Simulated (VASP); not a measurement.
```
HfN
1.0
    0.00000     2.26768     2.26768
    2.26768     0.00000     2.26768
    2.26768     2.26768     0.00000
Hf N
1 1
Direct
  0.00000   0.00000   0.00000
  0.50000   0.50000   0.50000
```

Method: LDA (Ceperley-Alder, Perdew-Zunger), VASP's LDA PAW potentials (set 64) (plane waves; VASP). Numerical set-up: 400 eV cut-off, 16×16×16 Γ-centred mesh, Fermi-Dirac smearing of 0.10 eV, potentials Hf_pv N.

At this cut-off the stress carries a Pulay error, which pulls relaxed volumes low. Unless said otherwise, spin-orbit coupling is left out, though it shifts the bands of the heavy elements here.

What does the run give for the energy per atom (σ→0), pressure, band gap (on the k-mesh) with the smallest direct gap where there is one?

```yaml
band gap (on the k-mesh): none (metal, semimetal or under 0.01 eV)
energy per atom (σ→0): -11.911 eV/atom
pressure: -16.58 GPa
```

The structure is a typed HfN crystal. The cell was not relaxed at this level. The electron count is odd and the run is not spin-polarised, which forces a metal.
